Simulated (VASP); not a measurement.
A cell of ErBRh$_{3}$ (space group Pm-3m) near equilibrium:

```
CELL_PARAMETERS angstrom
      4.13046     0.00000     0.00000
      0.00000     4.13046     0.00000
      0.00000     0.00000     4.13046
ATOMIC_POSITIONS crystal
  Er 0.00000 0.00000 0.00000
  B  0.50000 0.50000 0.50000
  Rh 0.00000 0.50000 0.50000
  Rh 0.50000 0.00000 0.50000
  Rh 0.50000 0.50000 0.00000
```

Computed with PBEsol GGA, VASP's PBE PAW potentials (set 64) (plane waves; VASP).

The 4f electrons are frozen in the core of the lanthanide potential, so 4f levels, which can set the real gap, and their magnetism are missing.

```csv
run,ΔE (meV/atom),σxx,σyy,σzz,"largest shear component, with its sign (GPa)",largest force (eV/Å)
as it is,0.0,-0.05,-0.05,-0.05,0.00,0.000
after one change,48.2,-0.47,-0.47,6.04,0.00,2.999
```
Stress is in GPa, positive when the cell is compressed.

**Question.** Name the change that produced these shifts.
(A) atom 2 (B) moved by -0.100 Å along y
(B) biaxial strain of -2.0 % in the xy plane
(C) atom 2 (B) moved by -0.200 Å along z
(D) isotropic strain of -0.5 %

**Answer.** C, atom 2 (B) moved by -0.200 Å along z

The structure comes from a computed database's ErBRh3 entry (Pm-3m); how it stands against other phases isn't given here. The electron count is odd and the run is not spin-polarised, which forces a metal.
